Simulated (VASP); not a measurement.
OSZICAR of a VASP run on LiH (rock salt):

### OSZICAR
```
       N       E                     dE             d eps       ncg     rms          rms(c)
DAV:   1     0.660984046619E+01    0.66098E+01   -0.15444E+03   696   0.626E+02
DAV:   2    -0.525245331655E+01   -0.11862E+02   -0.11617E+02   912   0.126E+02
DAV:   3    -0.633210507440E+01   -0.10797E+01   -0.10754E+01  1196   0.272E+01
DAV:   4    -0.634227832627E+01   -0.10173E-01   -0.10172E-01   856   0.292E+00
DAV:   5    -0.634242337013E+01   -0.14504E-03   -0.14504E-03   920   0.248E-01    0.282E+00
DAV:   6    -0.616037763408E+01    0.18205E+00   -0.13347E-01   768   0.179E+00    0.140E+00
DAV:   7    -0.610233701457E+01    0.58041E-01   -0.17843E-01   808   0.234E+00    0.222E-01
DAV:   8    -0.610487799569E+01   -0.25410E-02   -0.10304E-02   812   0.938E-01    0.582E-02
DAV:   9    -0.610480647958E+01    0.71516E-04   -0.30128E-04   904   0.116E-01    0.226E-02
DAV:  10    -0.610481768846E+01   -0.11209E-04   -0.27295E-05   840   0.486E-02    0.469E-03
DAV:  11    -0.610481618323E+01    0.15052E-05   -0.13322E-06   764   0.107E-02    0.129E-03
DAV:  12    -0.610481333620E+01    0.28470E-05   -0.11613E-07   436   0.392E-03    0.154E-03
DAV:  13    -0.610481468414E+01   -0.13479E-05   -0.21318E-08   404   0.176E-03    0.234E-04
DAV:  14    -0.610481485842E+01   -0.17428E-06   -0.31333E-09   408   0.644E-04
   1 F= -.61048149E+01 E0= -.61048149E+01  d E =-.793046E-13  mag=     0.0000    -0.0000    -0.0000
```

### Question
Which electronic solver shows in the log?

### Answer
It is blocked Davidson (ALGO = Normal, or the opening steps of other solvers). The INCAR had ALGO = Normal.

### Question
How was spin treated?

### Answer
With non-collinear spinors: mag has three components.

### Question
Can the final energy be trusted as converged?

### Answer
Self-consistency was reached. It stopped with EDIFF = 1E-6, NELM = 100 (PBE GGA with spin-orbit coupling, plane waves, VASP's PBE PAW potentials (set 64)).

The compound is LiH in the rock salt structure. The cell was not relaxed at this level.
